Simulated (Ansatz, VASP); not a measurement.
# SiGe60 (amorphous Ge) in two plane-wave programs, part 2 of 2

One calculation is typed for both programs; each brings its own data sets. How far apart do they land? Of the first pair: The structure shown is the start of the Ansatz relaxation below; VASP solves that cell, so the two are compared at the walk's first step.

VASP 6.6.1 and Ansatz 0.2.0.

So far. Step 3 (VASP: single point, r2SCAN, start cell, pair 1): The run ends at a pressure of -4.21 GPa, with forces up to 0.41 eV/Å.

## Step 6: VASP: single point, r2SCAN, relaxed atoms in a fixed cell, pair 2

Level of this step: r2SCAN; plane waves and PAW (Ge_d, Si) (VASP).

The same cell, functional, mesh and smearing now go to VASP, with its own data sets.

File INCAR:

```
SYSTEM = SiGe60
PREC = Accurate
ENCUT = 450
EDIFF = 1E-06
NELM = 120
ISMEAR = -1
SIGMA = 0.025
LREAL = Auto
ALGO = Normal
METAGGA = R2SCAN
LASPH = .TRUE.
NBANDS = 496
LORBIT = 11
LWAVE = .FALSE.
LCHARG = .FALSE.
ISIF = 2
GGA_COMPAT = .FALSE.
EFERMI = MIDGAP
LMIXTAU = .TRUE.
NCORE = 2
```

File POSCAR:

```
SiGe60
1.0
   11.7217000000      0.0000000000      0.0000000000
    0.0000000000     11.7217000000      0.0000000000
    0.0000000000      0.0000000000     11.7217000000
Ge Si
60 1
Direct
    0.6243700000      0.1629300000      0.7591900000
    0.2225900000      0.3803500000      0.6732000000
    0.4050300000      0.5956200000      0.1524200000
    0.3622700000      0.7798200000      0.4445600000
    0.4312800000      0.7558700000      0.0200100000
    0.5049900000      0.6529300000      0.3424800000
    0.1868900000      0.5553800000      0.1690800000
    0.4210300000      0.8571700000      0.6467800000
    0.1108500000      0.6347000000      0.9824000000
    0.1521800000      0.1781700000      0.0304200000
    0.3071200000      0.9449400000      0.3221800000
    0.7731900000      0.8798000000      0.2145900000
    0.3677600000      0.5018000000      0.8062800000
    0.9827000000      0.2461500000      0.9162600000
    0.6510900000      0.1054400000      0.9752400000
    0.2845100000      0.1762500000      0.6183000000
    0.1234400000      0.0431500000      0.6700800000
    0.3372400000      0.2799400000      0.0928100000
    0.5588000000      0.1635200000      0.3133800000
    0.2593300000      0.4574100000      0.4686200000
    0.4747900000      0.4886900000      0.4754500000
    0.0077200000      0.3950700000      0.7578600000
    0.8173000000      0.9868000000      0.5145900000
    0.7925700000      0.2568000000      0.0352900000
    0.1833900000      0.6652300000      0.4644900000
    0.6644900000      0.3785800000      0.7499600000
    0.9890400000      0.8515700000      0.2186400000
    0.8603400000      0.2281900000      0.2482400000
    0.4856100000      0.1224000000      0.1133400000
    0.7493000000      0.7877400000      0.5743900000
    0.9601000000      0.0753200000      0.7994500000
    0.0886200000      0.7835600000      0.6207700000
    0.2095800000      0.9710300000      0.9765900000
    0.2849000000      0.6857900000      0.8788000000
    0.9034100000      0.8910300000      0.8822500000
    0.3710300000      0.9421700000      0.1124200000
    0.6236600000      0.7389300000      0.9289200000
    0.8162100000      0.3870500000      0.3960000000
    0.5861400000      0.7388900000      0.7127900000
    0.0732100000      0.1901700000      0.2312300000
    0.0273000000      0.9540200000      0.5083900000
    0.0467700000      0.6610100000      0.2982600000
    0.9416200000      0.5731200000      0.8621000000
    0.7491100000      0.0595100000      0.3240900000
    0.9092500000      0.7425800000      0.7248700000
    0.8105400000      0.1298400000      0.6636100000
    0.2447900000      0.8648400000      0.7693600000
    0.4573800000      0.4351900000      0.9987200000
    0.5335100000      0.5331900000      0.6772000000
    0.7704800000      0.5868500000      0.0076900000
    0.8488200000      0.5674500000      0.2666800000
    0.4672800000      0.0631000000      0.6386900000
    0.7142500000      0.7155900000      0.3548000000
    0.7260600000      0.9081200000      0.9998300000
    0.1027000000      0.9970500000      0.3198100000
    0.6111000000      0.3481000000      0.3961400000
    0.3970800000      0.1039600000      0.4394700000
    0.0538300000      0.8355400000      0.0196500000
    0.2153100000      0.3598900000      0.2617700000
    0.8407000000      0.3363800000      0.6217100000
    0.6737300000      0.4143800000      0.9560800000
```

File KPOINTS:

```
Automatic mesh
0
Gamma
1 1 1
0 0 0
```

PAW data sets: Ge_d and Si (PBE family, release 64).

Launch:

```
> mpirun -np 8 vasp_gam
```

The program printed:

```text
[banner, memory and clock lines left out]
running    8 mpi-ranks, on    1 nodes
[...]
[... a notice as in an earlier step ...]

 LDA part: xc-table for (None), standard interpolation
 POSCAR, INCAR and KPOINTS ok, starting setup
[...]
entering main loop
       N       E                     dE             d eps       ncg     rms          rms(c)
DAV:   1     0.163826737041E+05    0.16383E+05   -0.33097E+05  1040   0.491E+03
DAV:   2     0.326923273121E+04   -0.13113E+05   -0.12677E+05  1000   0.112E+03
DAV:   3    -0.137429593830E+03   -0.34067E+04   -0.32682E+04  1008   0.306E+02
DAV:   4    -0.835907835099E+03   -0.69848E+03   -0.64376E+03  1096   0.132E+02
[...]
DAV:  20    -0.824169198473E+03   -0.76025E-05   -0.11714E-05   920   0.291E-02    0.246E-03
DAV:  21    -0.824169220878E+03   -0.22405E-04   -0.26463E-05  1032   0.185E-02    0.168E-03
DAV:  22    -0.824169221393E+03   -0.51555E-06   -0.32768E-06   872   0.110E-02
   1 F= -.82416922E+03 E0= -.82416423E+03  d E =-.997894E-02
```

Parts of OUTCAR (step 6):

```text
  Total      -39.1239984    -25.5471767    -61.7089925      3.9447939     -5.4054620     -2.8733181
  in kB      -38.9208224    -25.4145069    -61.3885297      3.9243080     -5.3773908     -2.8583966
  external PRESSURE =     -41.9079530 kB  Pullay stress =       0.0000000 kB

 POSITION                                       TOTAL-FORCE (eV/Angst)
 -----------------------------------------------------------------------------------
      7.31868      1.90982      8.89900        -0.019292      0.004590      0.009629
      2.60913      4.45835      7.89105        -0.003022      0.006585      0.004615
      4.74764      6.98168      1.78662         0.012351     -0.017188      0.005470
      4.24642      9.14082      5.21100         0.005323     -0.006289      0.011496
      5.05533      8.86008      0.23455         0.004157     -0.000240     -0.000731
      5.91934      7.65345      4.01445        -0.010175      0.002574     -0.005348
      2.19067      6.51000      1.98191         0.007061      0.001177      0.007449
      4.93519     10.04749      7.58136        -0.006574     -0.005006     -0.008405
      1.29935      7.43976     11.51540        -0.013062     -0.004875      0.006111
      1.78381      2.08846      0.35657         0.003802      0.004502     -0.005995
      3.59997     11.07630      3.77650         0.002431     -0.006812      0.009244
      9.06310     10.31275      2.51536        -0.002178      0.001299      0.001420
      4.31077      5.88195      9.45097        -0.022349     -0.003225      0.013317
     11.51891      2.88530     10.74012         0.001009      0.006440      0.017782
[...]
-----------------------------------------------------------------------------------
    total drift:                               -0.023233     -0.001168     -0.010486

  FREE ENERGIE OF THE ION-ELECTRON SYSTEM (eV)
  ---------------------------------------------------
  free  energy   TOTEN  =      -824.1692213934 eV

  energy  without entropy=     -824.1592424493  energy(sigma->0) =     -824.16423192

[... 2 parts as in an earlier step ...]

[... 1 further part left out ...]
[key lines of the parts left out:]
E-fermi :   3.2714
```

The run ends at a pressure of -4.19 GPa, with forces up to 0.035 eV/Å.

## Step 7: Comparison

Both answers:

| quantity | Ansatz | VASP | difference |
| --- | --- | --- | --- |
| gap on the k mesh (eV) | 0.196 | 0.193 | +0.002 |

The largest component of a force difference here is 19 meV/Å. A gap on the mesh is an upper bound, since the band edges may lie between its points.

## Step 8: Summary of results

```
r.m.s. force difference (single point, r2SCAN, start cell, pair 1)                            : 7.8 meV/Å
difference in gap on the k mesh (single point, r2SCAN, relaxed atoms in a fixed cell, pair 2) : 0.0023 eV
r.m.s. force difference (single point, r2SCAN, relaxed atoms in a fixed cell, pair 2)         : 7.9 meV/Å
```

In words: The r.m.s. force difference is 7.9 meV/Å (single point, r2SCAN, relaxed atoms in a fixed cell, pair 2), within the 12 meV/Å picked in this series as the mark of a large difference. How closely two codes agree says nothing of how well the functional describes the real material.

[Lines on the potential files, build, host, timing and source positions are cut from VASP's logs without a mark.]

[Logs are printed without paths, hosts, clocks, repeated set-up lines and the standing remarks that a program may print on its own settings, such as how far it seeks lower states.]

[Hosts, paths, dates, database ids (printed as entryN), source tags and the programs' standing remarks are cut or masked in the printed files.]
